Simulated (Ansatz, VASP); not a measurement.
## TiC in two plane-wave programs

One calculation is typed for both programs; each brings its own data sets. How far apart do they land? The structure shown is the end of the Ansatz relaxation below.

Program: Ansatz 0.2.0. Level of theory: plane waves, with VASP 6.6.1 beside it; single point at PBEsol. Results are calculated unless marked as measured.

### 1. Starting point

Symmetry: I4/mmm, No. 139, tetragonal system. The conventional cell has a = 2.944 Å, b = 2.944 Å, c = 4.353 Å, α = 90.00°, β = 90.00°, γ = 90.00°. Nearest to Ti lie 6 C at 2.08 to 2.18 Å. C has 6 Ti at 2.08 to 2.18 Å nearest. Farther neighbours are not listed.

As a file:

```cif
data_structure
_symmetry_space_group_name_H-M 'I4/mmm'
_symmetry_Int_Tables_number 139
_cell_length_a 2.9444
_cell_length_b 2.9444
_cell_length_c 4.3530
_cell_angle_alpha 90.000
_cell_angle_beta 90.000
_cell_angle_gamma 90.000
_cell_volume 37.74
loop_
_atom_site_label
_atom_site_type_symbol
_atom_site_symmetry_multiplicity
_atom_site_Wyckoff_symbol
_atom_site_fract_x
_atom_site_fract_y
_atom_site_fract_z
_atom_site_occupancy
Ti1 Ti 2 a 0.00000 0.00000 0.00000 1
C1 C 2 b 0.50000 0.50000 0.00000 1
```

### 2. Ansatz: relaxation, PBEsol

Ansatz runs on its PAW soft_1 files.

This run makes the geometry at which the two programs are then compared.

Input file input.yaml:

```yaml
crystal:
  lattice:
    - [2.94440881, 0.0, 0.0]
    - [0.0, 2.94440881, 0.0]
    - [0.0, 0.0, 4.370078544]
  atoms:
    - { symbol: Ti, position: [0.0, 0.0, 0.0] }
    - { symbol: Ti, position: [0.5, 0.5, 0.5] }
    - { symbol: C, position: [0.0, 0.0, 0.5] }
    - { symbol: C, position: [0.5, 0.5, 0.0] }
kpoints:
  mp_grid: { grid: [14, 14, 10] }
scf:
  occupations: { method: fermi_dirac, width: 0.05 }
hamiltonian:
  xc: pbesol
  pseudopotentials: { kind: paw, azcp: { folder: soft_1 }, xc_functional: pbe }
basis:
  ecutwfc: 600
output:
  forces: true
  stress: true
  write_density: true
  write_potential: true
  elf: true
  volumetric_format: npy
relax:
  f_tol: 0.005
  max_steps: 70
  cell: { stress_tol: 0.02, p_target: 0, fix: [a, b, alpha, beta, gamma] }
```

On the command line:

```console
$ ansatz run input.yaml --threads 4 --pin off --max-ram 10240MiB --backend cpu --events-out ev --progress --plain --runs-dir out
```

Numbers of over 12 decimals in the logs are rounded to 6 here.

Output:

```text
Engine: ansatz 0.2.0, aarch64-unknown-linux-gnu
Pseudopotentials: kind: paw
Pseudopotential: Ti, paw, valence charge 12, recommended cutoff 420 eV (normal), soft_1/Ti.paw.azcp
Pseudopotential: C, paw, valence charge 4, recommended cutoff 420 eV (normal), soft_1/C.paw.azcp
Functional definition: PBEsol
  exchange = pbesol_x
  correlation = pbesol_c
Crystal: 4 atoms, lattice volume = 37.887 Å³
Basis set: ecut = 600 eV, 1277 PW (Γ), exchange–correlation on 48×48×72 points (8 copies of the dense FFT grid, shifted against one another)
Bands: 20, of which v1, the nominal top of the filled ones, is band 16 counted from 1 (15 counted from 0)
Symmetry: 32 space group operations
Space group: I4/mmm (ITA 139), of the structure as read, at distance tolerance 3.4e-5 Å
k-points: 216 of 1960
Non-local potential: Ti, projectors of the file, l = 0: 3, l = 1: 2, l = 2: 3, l = 3: 1
Non-local potential: C, projectors of the file, l = 0: 2, l = 1: 2, l = 2: 1
PAW form: soft (Blöchl's): semilocal exchange-correlation on the pseudo side does not see the compensation charge
PAW frozen core: Ti, regenerated for the run's functional, and the local potential with it (the file was generated under x = pbe(κ = 0.804, μ = 0.219515), c = pbe(β = 0.066725))
PAW frozen core: C, regenerated for the run's functional, and the local potential with it (the file was generated under x = pbe(κ = 0.804, μ = 0.219515), c = pbe(β = 0.066725))
PAW one-centre angular grid: Ti, 590 points (default); XC on 64 Gauss nodes
PAW one-centre angular grid: C, 110 points (default); XC on 64 Gauss nodes
Initial density: superposition of atomic densities (chi_scale 0.1, normalization cell, long waves kept (reshape's long-wave potential 0.00 eV rms))
Initial wavefunctions: pseudopotential atomic-orbital guess
Functional: x = pbesol(κ = 0.804, μ = 0.123457), c = pbesol(β = 0.046)
SCF iter   1: F=—  HF=-5446.765803 eV  |F-HF|=—  |Δ(HF+E_count)|=         —  Δρ=1.43e-1  dr2=9.84e0  ethr=3.10e-3  ⟨swp⟩=4.0  Hψ=16243  notcnv=0
preconditioner: auto → Kerker (q_TF=auto, 2.653 Å⁻¹)  [metal: Δε(μ)=0.028 eV  Ē_g=19.392 eV  σ=0.050 eV  W_gap=0.14  n_scr=14 (ndim 8)  ℏωp=31.9 eV  f_vac=0.000  D(μ)=0.37/eV (n_scr^D=0)]
SCF iter   2: F=—  HF=-5444.729743 eV  |F-HF|=—  |Δ(HF+E_count)|=    2.04e0  Δρ=3.10e-2  dr2=1.46e-1  ethr=3.10e-3  ⟨swp⟩=2.9  Hψ=10297  notcnv=0
SCF iter   3: F=—  HF=-5444.709575 eV  |F-HF|=—  |Δ(HF+E_count)|=   2.02e-2  Δρ=1.80e-2  dr2=5.73e-2  ethr=4.58e-4  ⟨swp⟩=2.8  Hψ=6374  notcnv=0
SCF iter   4: F=—  HF=-5444.706913 eV  |F-HF|=—  |Δ(HF+E_count)|=   2.66e-3  Δρ=5.69e-3  dr2=5.75e-3  ethr=1.79e-4  ⟨swp⟩=2.1  Hψ=5353  notcnv=0
SCF iter   5: F=—  HF=-5444.706202 eV  |F-HF|=—  |Δ(HF+E_count)|=   7.11e-4  Δρ=9.08e-4  dr2=2.37e-4  ethr=1.80e-5  ⟨swp⟩=2.9  Hψ=8093  notcnv=0
SCF iter   6: F=—  HF=-5444.706167 eV  |F-HF|=—  |Δ(HF+E_count)|=   3.46e-5  Δρ=1.12e-4  dr2=3.65e-6  ethr=7.42e-7  ⟨swp⟩=2.0  Hψ=6008  notcnv=0
SCF iter   7: F=—  HF=-5444.706218 eV  |F-HF|=—  |Δ(HF+E_count)|=   5.08e-5  Δρ=1.67e-5  dr2=7.79e-8  ethr=3.13e-10  ⟨swp⟩=5.9  Hψ=25277  notcnv=0
SCF iter   8: F=-5444.706218 eV  HF=-5444.706218 eV  |F-HF|=2.46e-9  |Δ(HF+E_count)|=   4.95e-9  Δρ=2.90e-6  dr2=3.30e-9  ethr=2.44e-10  ⟨swp⟩=4.7  Hψ=22797  notcnv=0
SCF 1 converged in 8 iterations: F = -5444.706218 eV  dr2 = 3.30e-9
  greatest PAW one-centre occupation: 0.998 electrons in one spin orbital (limit 2), on the Ti atom at site 1 (counted from 0), in its partial waves of l = 0
relax step   1: F+E_penalty+E_count = -5444.70621816 eV  Δ(F+E_penalty+E_count) = +0.000e0 eV  max|allowed force component| = 7.248e-30 eV/Å  Δτ_max = 0.0000 Å  P = +13.848 GPa  Ω = 37.887 Å³  fix = [a, b, alpha, beta, gamma]  reactions: a +21.778, b +21.778 GPa  (8 SCF iters, dr2 threshold 1.00e-7 eV, accepted)
[...]
relax step   2: F+E_penalty+E_count = -5444.70702364 eV  Δ(F+E_penalty+E_count) = -8.055e-4 eV  max|allowed force component| = 5.300e-30 eV/Å  Δτ_max = 0.0000 Å  P = +14.493 GPa  Ω = 37.796 Å³  energy of the carried Pulay correction = +1.378e-5 eV  fix = [a, b, alpha, beta, gamma]  reactions: a +22.131, b +22.131 GPa  (6 SCF iters, dr2 threshold 4.00e-7 eV, accepted)
[...]
relax step   3: F+E_penalty+E_count = -5444.70717096 eV  Δ(F+E_penalty+E_count) = -1.473e-4 eV  max|allowed force component| = 1.104e-29 eV/Å  Δτ_max = 0.0000 Å  P = +14.911 GPa  Ω = 37.738 Å³  energy of the carried Pulay correction = +2.260e-5 eV  fix = [a, b, alpha, beta, gamma]  reactions: a +22.358, b +22.358 GPa  (6 SCF iters, dr2 threshold 4.00e-7 eV, accepted)
[...]
relax step   4: F+E_penalty+E_count = -5444.70714858 eV  Δ(F+E_penalty+E_count) = +2.238e-5 eV  max|allowed force component| = 3.858e-30 eV/Å  Δτ_max = 0.0000 Å  P = +14.911 GPa  Ω = 37.738 Å³  fix = [a, b, alpha, beta, gamma]  reactions: a +22.358, b +22.358 GPa  stress off target by 1.84e-2 GPa on what of the cell is left free  SCF on the basis re-selected at this cell (its energy is not comparable with the rows above)  (8 SCF iters)
basis re-selected at this cell: Δ(F+E_penalty+E_count) = +2.238e-5 eV, ΔP = -0.000 GPa vs the last step (what re-selecting the basis moved, of the pressure what is left beyond the Pulay correction that the steps carried, after the strain that the cell walked since its last selection, with what the two solves' SCF thresholds leave and, on support functions, any second-order correction that the steps lacked; it is no m [...]
SCF converged after 8 iterations
Free energy (F): -5444.707149 eV
Harris-Foulkes:  -5444.707149 eV  (|F-HF|=9.09e-13)
Internal energy: -5444.702270 eV  (E = F + TS)
E sigma→0 (E₀):  -5444.704709 eV
Entropy (-TS):   -0.004879 eV (-1.220 meV/atom)
Fermi energy:    15.812067 eV
--- Per-component energies (eV) ---
  E_band       = -182.418479
  E_kinetic    = 740.848251
  E_local      = -1573.428691  (includes V_loc(G=0)·N_el)
  E_nonlocal   = 170.411529
  E_hartree    = 626.844769
  E_xc         = -329.368440
  E_vxc        = -412.895463  (∫ρ·V_xc dr)
  E_paw        = -2225.610142  (= ΣΔE_a)
  E_vpaw       = -361.043614  (= ΣTr[D̂ρ^β])
  E_aug_tail   = -0.000029  (compensation charges beyond the density's cutoff)
  E_ewald      = -2854.720488
  E_core_change = 0.320970  (= ΣΔE_core)
  E_smearing   = -0.004879  (= −TS)
  E_closure    = -0.000000  (closes the sum)
  Σ components = -5444.707149   (vs F -5444.707149, Δ=0.00e0)
--- Forces (eV/Å), atoms counted from 1 ---
  atom   1  Ti     0.00000000     0.00000000     0.00000000
  atom   2  Ti     0.00000000     0.00000000     0.00000000
  atom   3  C      0.00000000     0.00000000     0.00000000
  atom   4  C      0.00000000     0.00000000     0.00000000
  max |Σ_I F_I| component: 1.70e-29 eV/Å
--- Stress (GPa, compression-positive) ---
       22.357876       0.000000       0.000000
        0.000000      22.357876       0.000000
        0.000000       0.000000       0.018379
  P = ⅓ Tr σ = 14.9114 GPa (149.114 kbar)
--- Band table (eV; the first three rows and the last of 216) ---
  k-point 0: bands = [... 12 lower, 16.0953, 16.0953, 16.2588, 16.6368, 16.6368, 17.4744, 17.4833, 17.6887]
  k-point 1: bands = [... 12 lower, 16.0532, 16.0532, 16.1643, 16.1864, 16.4641, 16.4641, 17.9150, 17.9276]
  k-point 2: bands = [... 12 lower, 14.9184, 15.9479, 15.9479, 15.9828, 16.1702, 16.1702, 17.9777, 18.4083]
  k-point 215: bands = [... 12 lower, 12.6985, 12.6985, 13.1145, 13.1145, 18.5088, 18.5088, 18.5088, 18.5088]
--- Relaxed structure (3 steps of the walk, 3 accepted, 1 SCFs on fresh bases) ---
  F+E_penalty+E_count = -5444.70714858 eV   max|allowed force component| = 3.858e-30 eV/Å   (the final SCF, on the basis selected at the relaxed cell)
  cell:  # Å, volume = 37.7382 Å³
    - [2.94440881, 0, 0.0]
    - [0, 2.94440881, 0.0]
    - [0.0, 0.0, 4.352965]
  atoms:
    - { symbol: Ti, position: [0, 0, 0] }
    - { symbol: Ti, position: [0.5, 0.5, 0.5] }
    - { symbol: C, position: [0, 0, 0.5] }
    - { symbol: C, position: [0.5, 0.5, 0] }
```

In the SCF lines HF is the Harris–Foulkes energy and dr2 the Hartree energy of the density residual, in eV; the loop may stop once dr2 is under the threshold and the program's other checks hold. Hψ counts applications of the Hamiltonian.

### 3. VASP: single point, PBEsol, pair 1

The same cell, functional, mesh and smearing now go to VASP, with its own data sets.

Lines of VASP's logs that name or quote its potential files are left out, and so is its time.

Input file INCAR:

```
SYSTEM = TiC
PREC = Accurate
ENCUT = 600
EDIFF = 1E-06
NELM = 120
ISMEAR = -1
SIGMA = 0.05
LREAL = .FALSE.
ALGO = Normal
GGA = PS
NBANDS = 22
LASPH = .TRUE.
LORBIT = 11
LWAVE = .FALSE.
LCHARG = .FALSE.
ISIF = 2
GGA_COMPAT = .FALSE.
KPAR = 2
```

Input file POSCAR:

```
TiC
1.0
    2.9444088100      0.0000000000      0.0000000000
    0.0000000000      2.9444088100      0.0000000000
    0.0000000000      0.0000000000      4.3529646128
Ti C
2 2
Direct
    0.0000000000      0.0000000000      0.0000000000
    0.5000000000      0.5000000000      0.5000000000
    0.0000000000      0.0000000000      0.5000000000
    0.5000000000      0.5000000000      0.0000000000
```

Input file KPOINTS:

```
Automatic mesh
0
Gamma
14 14 10
0 0 0
```

PAW data sets: Ti_sv and C (PBE family, release 64).

On the command line:

```console
$ mpirun -np 2 vasp_std
```

Output:

```text
[banner, memory and clock lines left out]
running    2 mpi-ranks, on    1 nodes
 distrk:  each k-point on    1 cores,    2 groups
 distr:  one band on    1 cores,    1 groups

 POSCAR found type information on POSCAR TiC
 POSCAR found :  2 types and       4 ions
|                                                                             |
|               ----> ADVICE to this user running VASP <----                  |
|                                                                             |
|     You enforced a specific xc type in the INCAR file but a different       |
|     [... a line on the potential file left out ...]
|     I HOPE YOU KNOW WHAT YOU ARE DOING!                                     |
|                                                                             |

 LDA part: xc-table for (Slater+PW92), standard interpolation
 POSCAR, INCAR and KPOINTS ok, starting setup
 FFT: planning ... GRIDC
 FFT: planning ... GRID_SOFT
 FFT: planning ... GRID
 WAVECAR not read
 entering main loop
       N       E                     dE             d eps       ncg     rms          rms(c)
DAV:   1     0.368045959464E+03    0.36805E+03   -0.17426E+04  9520   0.198E+03
DAV:   2    -0.300515283751E+01   -0.37105E+03   -0.35633E+03  9664   0.530E+02
DAV:   3    -0.477951292319E+02   -0.44790E+02   -0.43069E+02 16678   0.156E+02
DAV:   4    -0.498022821526E+02   -0.20072E+01   -0.20020E+01 11878   0.314E+01
DAV:   5    -0.498938518450E+02   -0.91570E-01   -0.91555E-01 14018   0.598E+00    0.286E+01
DAV:   6    -0.400590376316E+02    0.98348E+01   -0.70283E+01 11954   0.771E+01    0.867E+00
DAV:   7    -0.394607069084E+02    0.59833E+00   -0.97743E+00 12244   0.269E+01    0.751E+00
DAV:   8    -0.394527094821E+02    0.79974E-02   -0.90149E-01 12170   0.935E+00    0.138E+00
DAV:   9    -0.394457451947E+02    0.69643E-02   -0.11112E-01 12614   0.324E+00    0.693E-01
DAV:  10    -0.394500980490E+02   -0.43529E-02   -0.56900E-02 11494   0.291E+00    0.668E-01
DAV:  11    -0.394476270056E+02    0.24710E-02   -0.18183E-02 11384   0.166E+00    0.479E-02
DAV:  12    -0.394476676844E+02   -0.40679E-04   -0.48643E-04 13796   0.171E-01    0.296E-02
DAV:  13    -0.394476616343E+02    0.60500E-05   -0.34690E-05 12708   0.587E-02    0.737E-03
DAV:  14    -0.394476612657E+02    0.36862E-06   -0.26490E-06 10238   0.143E-02
   1 F= -.39447661E+02 E0= -.39445216E+02  d E =-.488990E-02
```

OUTCAR, selected parts (step 3):

```text
ion  position               nearest neighbor table
   1  0.000  0.000  0.000-   4 2.08   4 2.08   4 2.08   4 2.08   3 2.18   3 2.18
   2  0.500  0.500  0.500-   3 2.08   3 2.08   3 2.08   3 2.08   4 2.18   4 2.18
   3  0.000  0.000  0.500-   2 2.08   2 2.08   2 2.08   2 2.08   1 2.18   1 2.18
   4  0.500  0.500  0.000-   1 2.08   1 2.08   1 2.08   1 2.08   2 2.18   2 2.18

  LATTYP: Found a simple tetragonal cell.
 ALAT       =     2.9444088100
 C/A-ratio  =     1.4783832320

 Subroutine GETGRP returns: Found 16 space group operations
 (whereof 16 operations were pure point group operations)

The static configuration has the point symmetry D_4h.

 Found    216 irreducible k-points:

   k-points           NKPTS =    216   k-points in BZ     NKDIM =    216   number of bands    NBANDS=     22

   dimension x,y,z NGX =    24 NGY =   24 NGZ =   36
   dimension x,y,z NGXF=    48 NGYF=   48 NGZF=   72

   ENCUT  =  600.0 eV  44.10 Ry    6.64 a.u.   5.88  5.88  8.69*2*pi/ulx,y,z

   NELECT =      32.0000    total number of electrons

 k-points in reciprocal lattice and weights: Automatic mesh
   0.00000000  0.00000000  0.00000000       0.001
   0.07142857  0.00000000  0.00000000       0.002
   0.14285714  0.00000000  0.00000000       0.002
   0.21428571  0.00000000  0.00000000       0.002
   0.28571429  0.00000000  0.00000000       0.002
   0.35714286  0.00000000  0.00000000       0.002
   0.42857143  0.00000000  0.00000000       0.002
   0.50000000  0.00000000  0.00000000       0.001
   0.07142857  0.07142857  0.00000000       0.002
[...]
0.50000000  0.42857143  0.50000000       0.002
   0.50000000  0.50000000  0.50000000       0.001

 average (electrostatic) potential at core
       1 -69.7906       2 -69.7906       3 -43.6878       4 -43.6878

 E-fermi :  10.1914

 k-point     1 :       0.0000    0.0000    0.0000
  band No.  band energies     occupation
    ...
      8     -21.9809      2.00000
      9      -2.5154      2.00000
     10      -0.2302      2.00000
     11       6.3783      2.00000
     12       8.3385      2.00000
     13      10.4769      0.00661
     14      10.4769      0.00661
     15      10.6364      0.00027
     16      11.0107      0.00000
     17      11.0107      0.00000
    ...

 k-point     2 :       0.0714    0.0000    0.0000
  band No.  band energies     occupation
    ...
      9      -2.4253      2.00000
     10      -0.1631      2.00000
     11       6.3763      2.00000
     12       8.1407      2.00000
     13      10.1131      1.65468
     14      10.3777      0.04706
     15      10.5930      0.00065
     16      10.6161      0.00041
     17      10.9899      0.00000
     18      11.0514      0.00000
    ...

 k-point     3 :       0.1429    0.0000    0.0000
  band No.  band energies     occupation
    ...
     12       7.6174      2.00000
     13       9.4061      2.00000
     14       9.6170      1.99998
     15       9.9037      1.99368
     16       9.9532      1.98308
     17      11.0031      0.00000
     18      11.1714      0.00000
     19      11.6151      0.00000
     20      12.7764      0.00000
     21      13.2445      0.00000
    ...

  Total        5.3150569      5.3150569      0.0435489      0.0000000      0.0000000     -0.0000000
  in kB      225.6509390    225.6509390      1.8488699      0.0000000      0.0000000     -0.0000000
  external PRESSURE =     151.0502493 kB  Pullay stress =       0.0000000 kB

  energy-cutoff  :      600.00
  volume of cell :       37.74
      direct lattice vectors                 reciprocal lattice vectors
     2.944408810  0.000000000  0.000000000     0.339626752  0.000000000  0.000000000
     0.000000000  2.944408810  0.000000000     0.000000000  0.339626752  0.000000000
     0.000000000  0.000000000  4.352964613     0.000000000  0.000000000  0.229728493

 POSITION                                       TOTAL-FORCE (eV/Angst)
 -----------------------------------------------------------------------------------
      0.00000      0.00000      0.00000        -0.000000      0.000000     -0.000000
      1.47220      1.47220      2.17648         0.000000     -0.000000      0.000000
      0.00000      0.00000      2.17648        -0.000000      0.000000     -0.000000
      1.47220      1.47220      0.00000        -0.000000     -0.000000     -0.000000
 -----------------------------------------------------------------------------------
    total drift:                                0.000000      0.000000     -0.000000

  FREE ENERGIE OF THE ION-ELECTRON SYSTEM (eV)
  ---------------------------------------------------
  free  energy   TOTEN  =       -39.4476612657 eV

  energy  without entropy=      -39.4427713631  energy(sigma->0) =      -39.44521631

 total charge
# of ion       s       p       d       tot
------------------------------------------
    1        2.219   6.293   2.065  10.577
    2        2.219   6.293   2.065  10.577
    3        0.899   1.536   0.000   2.436
    4        0.899   1.536   0.000   2.436
--------------------------------------------------
tot          6.237  15.658   4.131  26.025

[... 3 further parts left out ...]
```

The run ends at a pressure of 15.11 GPa.

### 4. Differences

Known differences besides the potentials themselves: Ansatz makes its cores anew for this functional, VASP keeps those of its PBE data sets; Ansatz's pressure holds a Pulay correction, VASP's none. Total energies have different zeros and are not compared.

Compared:

```
      quantity  Ansatz   VASP  difference
pressure (GPa)   14.91  15.11       -0.19
```

### 5. Ansatz: relaxation, PBEsol

This run makes the geometry at which the two programs are then compared. The cell compared in this pair holds 38.34 Å³, against 37.74 Å³ for the pair before.

The structure compared here is the end of the Ansatz relaxation.

input.yaml, the sections that differ from step 2:

```yaml
crystal:
  lattice:
    - [2.97476354, 0.0, 0.0]
    - [0.0, 2.97476354, 0.0]
    - [0.0, 0.0, 4.344321696]
  atoms:
    - { symbol: Ti, position: [0.0, 0.0, 0.0] }
    - { symbol: Ti, position: [0.5, 0.5, 0.5] }
    - { symbol: C, position: [0.0, 0.0, 0.5] }
    - { symbol: C, position: [0.5, 0.5, 0.0] }
output:
  forces: true
  stress: true
# kpoints, scf, hamiltonian, basis, relax: as in step 2
```

On the command line:

```console
$ ansatz run input.yaml --threads 4 --pin off --max-ram 10240MiB --backend cpu --events-out ev --progress --plain --runs-dir out
```

Output:

```text
[...]
Crystal: 4 atoms, lattice volume = 38.444 Å³
Basis set: ecut = 600 eV, 1277 PW (Γ), exchange–correlation on 48×48×72 points (8 copies of the dense FFT grid, shifted against one another)
Bands: 20, of which v1, the nominal top of the filled ones, is band 16 counted from 1 (15 counted from 0)
Symmetry: 32 space group operations
[...]
k-points: 216 of 1960
[...]
P = ⅓ Tr σ = 9.3712 GPa (93.712 kbar)
--- Relaxed structure (3 steps of the walk, 3 accepted, 1 SCFs on fresh bases) ---
[...]
cell:  # Å, volume = 38.3361 Å³
    - [2.97476354, 0, 0.0]
    - [0, 2.97476354, 0.0]
    - [0.0, 0.0, 4.332147]
  atoms:
    - { symbol: Ti, position: [0, 0, 0] }
    - { symbol: Ti, position: [0.500000, 0.500000, 0.5] }
    - { symbol: C, position: [0, 0, 0.5] }
    - { symbol: C, position: [0.500000, 0.500000, 0] }
[key lines of the parts left out:]
SCF converged after 8 iterations
Free energy (F): -5444.795403 eV
Fermi energy:    15.534369 eV
```

(Part 1 of 2 ends here.)

[Lines on the potential files, build, host, timing and source positions are cut from VASP's logs without a mark.]

[Logs are printed without paths, hosts, clocks, repeated set-up lines and the standing remarks that a program may print on its own settings, such as how far it seeks lower states.]

[Hosts, paths, dates, database ids (printed as entryN), source tags and the programs' standing remarks are cut or masked in the printed files.]
